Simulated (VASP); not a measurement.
Calculation: PBE GGA, VASP's PBE PAW potentials (set 64) (plane waves; VASP).

VASP ran on this input.

**POSCAR**
```
In
1
   -1.6199570000     1.6199570000     2.4779430000
    1.6199570000    -1.6199570000     2.4779430000
    1.6199570000     1.6199570000    -2.4779430000
In
1
Direct
  0.0000000000   0.0000000000   0.0000000000
```

**KPOINTS**
```
Automatic mesh
0
gamma
  11 11 11
```

INCAR:
```
SYSTEM = In
PREC = Accurate
ENCUT = 180
EDIFF = 1E-6
NELM = 100
ALGO = Normal
LREAL = .FALSE.
LASPH = .TRUE.
ISMEAR = 0
SIGMA = 0.272
GGA = PE
LMAXMIX = 4
LWAVE = .FALSE.
LCHARG = .FALSE.
ISIF = 2
```

POTCAR, in this order: In_d (PBE.64 set). Program: vasp_std.

What VASP printed:

**OUTCAR**
```
 ion  position               nearest neighbor table
   1  0.000  0.000  0.000-
  LATTYP: Found a body centered tetragonal cell.
 ALAT       =     3.2399140000
 C/A-ratio  =     1.5296350459
 Subroutine PRICEL returns:
 Original cell was already a primitive cell.
 Subroutine GETGRP returns: Found 16 space group operations
The static configuration has the point symmetry D_4h.
The dynamic configuration has the point symmetry D_4h.
 Subroutine INISYM returns: Found 16 space group operations
 Subroutine IBZKPT returns following result:
 Found    126 irreducible k-points:

 Following reciprocal coordinates:
            Coordinates               Weight
  0.000000  0.000000  0.000000      1.000000
  0.090909  0.000000  0.000000      8.000000
  0.181818 -0.000000  0.000000      8.000000
  0.272727  0.000000  0.000000      8.000000
  0.363636 -0.000000  0.000000      8.000000
  0.454545 -0.000000  0.000000      8.000000
  0.090909  0.090909  0.000000      8.000000
  0.181818  0.090909  0.000000     16.000000
  0.272727  0.090909  0.000000     16.000000
  0.363636  0.090909  0.000000     16.000000
  0.454545  0.090909  0.000000     16.000000
 -0.454545  0.090909 -0.000000     16.000000
 -0.363636  0.090909 -0.000000     16.000000
 -0.272727  0.090909  0.000000     16.000000
 -0.181818  0.090909 -0.000000     16.000000
 -0.090909  0.090909  0.000000      4.000000
  0.181818  0.181818  0.000000      8.000000
  0.272727  0.181818  0.000000     16.000000
  0.363636  0.181818  0.000000     16.000000
  0.454545  0.181818  0.000000     16.000000
 -0.454545  0.181818 -0.000000     16.000000
 -0.363636  0.181818  0.000000     16.000000
 -0.272727  0.181818  0.000000     16.000000
 -0.181818  0.181818  0.000000      4.000000
...
```

**OSZICAR**
```
       N       E                     dE             d eps       ncg     rms          rms(c)
DAV:   1     0.407321566157E+02    0.40732E+02   -0.40382E+03  2658   0.651E+02
DAV:   2    -0.142657154503E+01   -0.42159E+02   -0.41753E+02  2606   0.179E+02
DAV:   3    -0.216480696769E+01   -0.73824E+00   -0.73783E+00  2936   0.285E+01
DAV:   4    -0.217107721915E+01   -0.62703E-02   -0.62699E-02  2714   0.243E+00
DAV:   5    -0.217123119121E+01   -0.15397E-03   -0.15397E-03  2770   0.364E-01    0.296E+00
DAV:   6    -0.210089338688E+01    0.70338E-01   -0.16716E-01  2788   0.645E+00    0.120E+00
DAV:   7    -0.209432218347E+01    0.65712E-02   -0.39882E-02  2796   0.306E+00    0.322E-01
DAV:   8    -0.209478671516E+01   -0.46453E-03   -0.67330E-04  2612   0.252E-01    0.426E-02
DAV:   9    -0.209478525308E+01    0.14621E-05   -0.18138E-05  2908   0.608E-02    0.229E-02
DAV:  10    -0.209478281525E+01    0.24378E-05   -0.11541E-06  1962   0.141E-02    0.223E-03
DAV:  11    -0.209478307746E+01   -0.26221E-06   -0.91977E-08  1370   0.377E-03
   1 F= -.20947831E+01 E0= -.20857504E+01  d E =-.180654E-01
```

File OUTCAR:
```
------------------------ aborting loop because EDIFF is reached ----------------------------------------
  FORCE on cell =-STRESS in cart. coord.  units (eV):
  Direction    XX          YY          ZZ          XY          YZ          ZX
  --------------------------------------------------------------------------------------
  Total       -9.8699803     -9.8699803     -9.8161526      0.0000000      0.0000000      0.0000000
  in kB     -607.9510218   -607.9510218   -604.6354514      0.0000000      0.0000000      0.0000000
  external PRESSURE =    -606.8458317 kB  Pullay stress =       0.0000000 kB
  volume of cell :       26.01
      direct lattice vectors                 reciprocal lattice vectors
    -1.619957000  1.619957000  2.477943000     0.000000000  0.308650168  0.201780267
     1.619957000 -1.619957000  2.477943000     0.308650168  0.000000000  0.201780267
     1.619957000  1.619957000 -2.477943000     0.308650168  0.308650168  0.000000000
 POSITION                                       TOTAL-FORCE (eV/Angst)
 -----------------------------------------------------------------------------------
      0.00000      0.00000      0.00000        -0.000000     -0.000000      0.000000
 -----------------------------------------------------------------------------------
    total drift:                                0.000000      0.000000     -0.000000
  FREE ENERGIE OF THE ION-ELECTRON SYSTEM (eV)
  ---------------------------------------------------
  free  energy   TOTEN  =        -2.0947830775 eV

  energy  without entropy=       -2.0767177251  energy(sigma->0) =       -2.08575040
```
(Selected blocks of OUTCAR.)

OUTCAR:
```
 val. band max:        7.4735538707   @ k =  -0.1818   0.3636   0.0909

 cond. band min:       7.6056092777   @ k =  -0.4545   0.4545   0.2727


 Fermi energy:         7.5985088835

 k-point     1 :       0.0000    0.0000    0.0000
  band No.  band energies     occupation
      1      -7.3507      2.00000
      2      -7.2373      2.00000
      3      -7.2373      2.00000
      4      -7.2061      2.00000
      5      -6.9786      2.00000
      6      -1.9849      2.00000
      7      18.1844      0.00000
      8      18.1844      0.00000
      9      18.3611      0.00000
     10      19.3016      0.00000

 k-point     2 :       0.0909    0.0000    0.0000
  band No.  band energies     occupation
      1      -7.3605      2.00000
      2      -7.2807      2.00000
      3      -7.2217      2.00000
      4      -7.1984      2.00000
      5      -6.9761      2.00000
      6      -1.8028      2.00000
      7      16.1808      0.00000
      8      17.8492      0.00000
      9      17.9694      0.00000
     10      19.0802      0.00000

 k-point     3 :       0.1818   -0.0000    0.0000
  band No.  band energies     occupation
      1      -7.3452      2.00000
      2      -7.2838      2.00000
      3      -7.2350      2.00000
      4      -7.1608      2.00000
      5      -7.0473      2.00000
      6      -1.2506      2.00000
      7      13.0386      0.00000
      8      16.9724      0.00000
      9      17.5552      0.00000
     10      19.0034      0.00000

 k-point     4 :       0.2727    0.0000    0.0000
  band No.  band energies     occupation
      1      -7.3142      2.00000
      2      -7.2985      2.00000
      3      -7.2078      2.00000
      4      -7.0197      2.00000
      5      -7.0188      2.00000
      6      -0.3181      2.00000
      7      10.0251      0.00000
      8      16.1324      0.00000
      9      17.1977      0.00000
     10      18.9420      0.00000

 k-point     5 :       0.3636   -0.0000    0.0000
...
```

At this cut-off the stress carries a Pulay error, which pulls relaxed volumes low. Unless said otherwise, spin-orbit coupling is left out, though it shifts the bands of the heavy elements here.

The structure comes from a computed database's In entry; how it stands against other phases isn't given here. The cell was not relaxed at this level. The run is one of a series of settings (ENCUT = 180 against the base run), some of them coarse on purpose.
